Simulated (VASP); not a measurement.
Computed with PBE GGA, VASP's PBE PAW potentials (set 64) (plane waves; VASP).

VASP input:

### POSCAR
```
CuAu
1
    2.8324113451     0.0000000000     0.0000000000
    0.0000000000     2.8324113451     0.0000000000
    0.0000000000     0.0000000000     3.7416540227
Cu Au
1 1
Direct
  0.0000000000   0.0000000000   0.0000000000
  0.5000000000   0.5000000000   0.5000000000
```

### KPOINTS
```
K-points
0
Gamma
13 13 10
0 0 0
```

**INCAR**
```
SYSTEM=CuAu
PREC=Accurate; ENCUT=500; LREAL=F
LASPH=T
EDIFF=1E-6; NELM=100; ALGO=Normal
LMAXMIX=6
ISMEAR=1; SIGMA=0.1
GGA=PE
IBRION=2; NSW=40; ISIF=3
EDIFFG=-0.02
LWAVE=F; LCHARG=F
```

POTCAR, in this order: Cu Au (PBE.64 set). Program: vasp_std.

Output

OUTCAR:
```
 ion  position               nearest neighbor table
   1  0.000  0.000  0.000-   2 2.74   2 2.74   2 2.74   2 2.74   2 2.74   2 2.74   2 2.74   2 2.74
  LATTYP: Found a simple tetragonal cell.
 ALAT       =     2.8324113451
 C/A-ratio  =     1.3210136406
 Subroutine PRICEL returns:
 Original cell was already a primitive cell.
 Subroutine GETGRP returns: Found 16 space group operations
The static configuration has the point symmetry D_4h.
The dynamic configuration has the point symmetry D_4h.
 Subroutine INISYM returns: Found 16 space group operations
 Subroutine IBZKPT returns following result:
 Found    168 irreducible k-points:

 Following reciprocal coordinates:
            Coordinates               Weight
  0.000000  0.000000  0.000000      1.000000
  0.076923  0.000000  0.000000      4.000000
  0.153846  0.000000  0.000000      4.000000
  0.230769  0.000000  0.000000      4.000000
  0.307692  0.000000  0.000000      4.000000
  0.384615  0.000000  0.000000      4.000000
  0.461538  0.000000  0.000000      4.000000
  0.076923  0.076923  0.000000      4.000000
  0.153846  0.076923  0.000000      8.000000
  0.230769  0.076923  0.000000      8.000000
  0.307692  0.076923  0.000000      8.000000
  0.384615  0.076923  0.000000      8.000000
  0.461538  0.076923  0.000000      8.000000
  0.153846  0.153846  0.000000      4.000000
  0.230769  0.153846  0.000000      8.000000
  0.307692  0.153846  0.000000      8.000000
  0.384615  0.153846  0.000000      8.000000
  0.461538  0.153846  0.000000      8.000000
  0.230769  0.230769  0.000000      4.000000
  0.307692  0.230769  0.000000      8.000000
  0.384615  0.230769  0.000000      8.000000
  0.461538  0.230769  0.000000      8.000000
  0.307692  0.307692  0.000000      4.000000
  0.384615  0.307692  0.000000      8.000000
  0.461538  0.307692  0.000000      8.000000
  0.384615  0.384615  0.000000      4.000000
  0.461538  0.384615  0.000000      8.000000
  0.461538  0.461538  0.000000      4.000000
  0.000000  0.000000  0.100000      2.000000
  0.076923  0.000000  0.100000      8.000000
  0.153846  0.000000  0.100000      8.000000
  0.230769  0.000000  0.100000      8.000000
  0.307692  0.000000  0.100000      8.000000
  0.384615  0.000000  0.100000      8.000000
  0.461538  0.000000  0.100000      8.000000
  0.076923  0.076923  0.100000      8.000000
  0.153846  0.076923  0.100000     16.000000
  0.230769  0.076923  0.100000     16.000000
  0.307692  0.076923  0.100000     16.000000
  0.384615  0.076923  0.100000     16.000000
   k-points           NKPTS =    168   k-points in BZ     NKDIM =    168   number of bands    NBANDS=     15
   number of dos      NEDOS =    301   number of ions     NIONS =      2
   total plane-waves  NPLWV =  16128
   dimension x,y,z NGX =    24 NGY =   24 NGZ =   28
   dimension x,y,z NGXF=    48 NGYF=   48 NGZF=   56
   ions per type =               1   1
   PREC   = accura    normal or accurate (medium, high low for compatibility)
   ISTART =      0    job   : 0-new  1-cont  2-samecut
   ICHARG =      2    charge: 1-file 2-atom 10-const
   ISPIN  =      1    spin polarized calculation?
   LNONCOLLINEAR =      F non collinear calculations
   LSORBIT =      F    spin-orbit coupling
   INIWAV =      1    electr: 0-lowe 1-rand  2-diag
   ENCUT  =  500.0 eV  36.75 Ry    6.06 a.u.   5.16  5.16  6.82*2*pi/ulx,y,z
   NELM   =    100;   NELMIN=  2; NELMDL= -5     # of ELM steps
   EDIFF  = 0.1E-05   stopping-criterion for ELM
   LREAL  =      F    real-space projection
   NLSPLINE    = F    spline interpolate recip. space projectors
   LMAXMIX     =    6 max onsite mixed and CHGCAR
...
```

File OSZICAR:
```
       N       E                     dE             d eps       ncg     rms          rms(c)
DAV:   1     0.129732558921E+03    0.12973E+03   -0.11140E+04  5183   0.201E+03
DAV:   2    -0.352937114899E+01   -0.13326E+03   -0.12676E+03  5194   0.327E+02
DAV:   3    -0.798116474293E+01   -0.44518E+01   -0.43812E+01  6182   0.710E+01
DAV:   4    -0.802737963541E+01   -0.46215E-01   -0.46203E-01  5770   0.614E+00
DAV:   5    -0.802883915475E+01   -0.14595E-02   -0.14595E-02  7539   0.121E+00    0.109E+01
DAV:   6    -0.752828665518E+01    0.50055E+00   -0.87986E+00  5197   0.851E+01    0.546E+00
DAV:   7    -0.711472774070E+01    0.41356E+00   -0.31849E+00  6246   0.898E+01    0.536E+00
DAV:   8    -0.706957637530E+01    0.45151E-01   -0.24540E-01  7136   0.122E+01    0.265E+00
DAV:   9    -0.706293633435E+01    0.66400E-02   -0.20979E-02  7852   0.351E+00    0.116E-01
DAV:  10    -0.706264058792E+01    0.29575E-03   -0.27224E-03  7442   0.723E-01    0.807E-02
DAV:  11    -0.706264732930E+01   -0.67414E-05   -0.11529E-04  7624   0.273E-01    0.499E-02
DAV:  12    -0.706263785501E+01    0.94743E-05   -0.25184E-05  6757   0.178E-01    0.273E-03
DAV:  13    -0.706263774341E+01    0.11160E-06   -0.73687E-07  3424   0.850E-03
   1 F= -.70626377E+01 E0= -.70626866E+01  d E =-.706264E+01
```

### OUTCAR
```
------------------------ aborting loop because EDIFF is reached ----------------------------------------
  FORCE on cell =-STRESS in cart. coord.  units (eV):
  Direction    XX          YY          ZZ          XY          YZ          ZX
  --------------------------------------------------------------------------------------
  Total       -0.0217203     -0.0217203     -0.0042047      0.0000000      0.0000000     -0.0000000
  in kB       -1.1593119     -1.1593119     -0.2244243      0.0000000      0.0000000     -0.0000000
  external PRESSURE =      -0.8476827 kB  Pullay stress =       0.0000000 kB
  volume of cell :       30.02
      direct lattice vectors                 reciprocal lattice vectors
     2.832411345  0.000000000  0.000000000     0.353056064  0.000000000  0.000000000
     0.000000000  2.832411345  0.000000000     0.000000000  0.353056064  0.000000000
     0.000000000  0.000000000  3.741654023     0.000000000  0.000000000  0.267261482
 POSITION                                       TOTAL-FORCE (eV/Angst)
 -----------------------------------------------------------------------------------
      0.00000      0.00000      0.00000         0.000000      0.000000      0.000000
      1.41621      1.41621      1.87083         0.000000      0.000000      0.000000
 -----------------------------------------------------------------------------------
    total drift:                                0.000000      0.000000     -0.000000
  FREE ENERGIE OF THE ION-ELECTRON SYSTEM (eV)
  ---------------------------------------------------
  free  energy   TOTEN  =        -7.0626377434 eV

  energy  without entropy=       -7.0627842395  energy(sigma->0) =       -7.06268658

 reached required accuracy - stopping structural energy minimisation
```
(Selected blocks of OUTCAR.)

The compound is CuAu in the L1_0 structure. It was relaxed first.
